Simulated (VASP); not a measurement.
The system is Ge2Sb2Te5.

```
Te Sb Ge
1.0
     4.29406    0.00000    0.00000
    -2.14703    3.71877    0.00000
     0.00000    0.00000   17.10135
Te Sb Ge
5 2 2
Direct
  0.66667 0.33333 0.41989
  0.33333 0.66667 0.58011
  0.33333 0.66667 0.20154
  0.66667 0.33333 0.79846
  0.00000 0.00000 0.00000
  0.00000 0.00000 0.32007
  0.00000 0.00000 0.67993
  0.66667 0.33333 0.10290
  0.33333 0.66667 0.89711
```

The cell comes from a database or a generator and needn't be the stable form of this composition.

* Program: VASP 6.6.1
* Task: single point
* Functional: PBE
* Potentials or basis: VASP PAW PBE potentials, release 64 (Te, Sb, Ge_d)
* Cutoff: 520 eV
* k mesh: 7 × 7 × 2
* Occupations: fermi-dirac, width 0.05 eV
* Spin: no spin polarisation

On this cell: pressure 0.3 GPa; largest force 0.091 eV/Å; band gap on the k mesh 0.27 eV, direct.

The same run follows on a disturbed copy (atoms moved at random, drawn with an rms of 0.05 Å):

```
Te Sb Ge
1.0
     4.29406    0.00000    0.00000
    -2.14703    3.71877    0.00000
     0.00000    0.00000   17.10135
Te Sb Ge
5 2 2
Direct
  0.65627 0.33020 0.42106
  0.32321 0.67030 0.57955
  0.33444 0.67990 0.20353
  0.66456 0.34169 0.79798
  0.98765 0.98842 0.99874
  0.00451 0.01303 0.31980
  0.99789 0.99456 0.68060
  0.65641 0.33449 0.10159
  0.31874 0.65328 0.89705
```

Task: What does the disturbed cell give?

Result: The energy moves by +3.3 meV/atom; pressure 0.2 GPa; largest force 0.282 eV/Å; band gap on the k mesh 0.20 eV, direct.

Forces in eV/Å, atoms in the order of the input:
```
Te   0.073  0.193 -0.136
Te   0.140 -0.045  0.138
Te  -0.040 -0.145 -0.239
Te  -0.030 -0.153  0.099
Te  -0.039  0.191  0.088
Sb  -0.070 -0.125  0.084
Sb  -0.121  0.065 -0.076
Ge   0.048 -0.015  0.018
Ge   0.040  0.034  0.025
```

Stress tensor (GPa, compression positive):
```
 0.33 -0.03 -0.06
-0.03  0.19  0.18
-0.06  0.18  0.21
```

Caveats: spin-orbit coupling is left out, which moves the levels of the heavy elements; an odd mesh through Γ misses points on the zone boundary, where band edges often lie.
